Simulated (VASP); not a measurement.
Input:

```xyz
2
Lattice="0.0000 3.2497 3.2497 3.2497 0.0000 3.2497 3.2497 3.2497 0.0000" Properties=species:S:1:pos:R:3 pbc="T T T"
K      0.0000     0.0000     0.0000
I      3.2497     3.2497     3.2497
```

Calculation: PBEsol GGA, VASP's PBE PAW potentials (set 64) (plane waves; VASP 6.6.1). Numerical set-up: 500 eV cut-off, 7×7×7 Γ-centred mesh, Gaussian smearing of 0.050 eV, potentials K_sv I.

Q: Predict the energy per atom (σ→0), pressure.

A: 
```yaml
energy per atom (σ→0): -2799 meV/atom
pressure: 4.93 GPa
```

Only differences to runs with the same potentials and settings are physical.

The compound is KI in the rock salt structure. It was relaxed first under an external pressure of 5 GPa.
